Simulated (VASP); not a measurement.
Consider the following.

```xyz
2
Lattice="0.0000 2.9900 2.9900 2.9900 0.0000 2.9900 2.9900 2.9900 0.0000" Properties=species:S:1:pos:R:3 pbc="T T T"
In     0.0000     0.0000     0.0000
As     1.4950     1.4950     1.4950
```

Calculation: AM05 GGA, VASP's PBE PAW potentials (set 64) (plane waves; VASP 6.6.1). Numerical set-up: 520 eV cut-off, 10×10×10 Γ-centred mesh, first-order Methfessel-Paxton smearing of 0.10 eV, potentials In_d As.

Unless said otherwise, spin-orbit coupling is left out, though it shifts the bands of the heavy elements here.

Estimate the energy per atom (σ→0), pressure, band gap (on the k-mesh) with the smallest direct gap where there is one.

```
Property                                                    Result
------------------------  ----------------------------------------
band gap (on the k-mesh)  none (metal, semimetal or under 0.01 eV)
energy per atom (σ→0)                               -3.968 eV/atom
pressure                                                  3.79 GPa
```

Only differences to runs with the same potentials and settings are physical.

The compound is InAs in the zinc blende structure. This cell is one point of a volume scan, at 0.94 of the reference volume.
